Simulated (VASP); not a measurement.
Consider the following.

```
AlTi
1.0
    2.81900     0.00000     0.00000
    0.00000     2.81900     0.00000
    0.00000     0.00000     4.06091
Ti Al
1 1
Direct
  0.00000   0.00000   0.00000
  0.50000   0.50000   0.50000
```

Computed with optB88-vdW, VASP's PBE PAW potentials (set 64) (plane waves; VASP). Numerical set-up: 520 eV cut-off, Gaussian smearing of 0.050 eV, potentials Ti_sv Al.

Q: Give the energies of bands 5 to 10 at the high-symmetry points, in eV from the Fermi level.

A: 
```
band      Γ      X      M      Z      R      A
----  -----  -----  -----  -----  -----  -----
5     -9.01  -4.57  -3.16  -7.57  -4.95  -2.47
6     -1.82  -4.47  -0.46  -5.16  -2.89  -2.29
7     -0.90  -1.72  -0.46  -0.73  -1.17  -2.29
8     -0.33  -0.28  -0.34   0.61  -1.07   1.69
9      2.11   1.74  -0.23   1.76   1.35   2.09
10     2.11   2.46  -0.23   1.76   1.79   2.88
```

It has no gap at this level: it comes out as a metal or semimetal.

The compound is TiAl in the L1_0 structure. It was relaxed first. The electron count is odd and the run is not spin-polarised, which forces a metal.
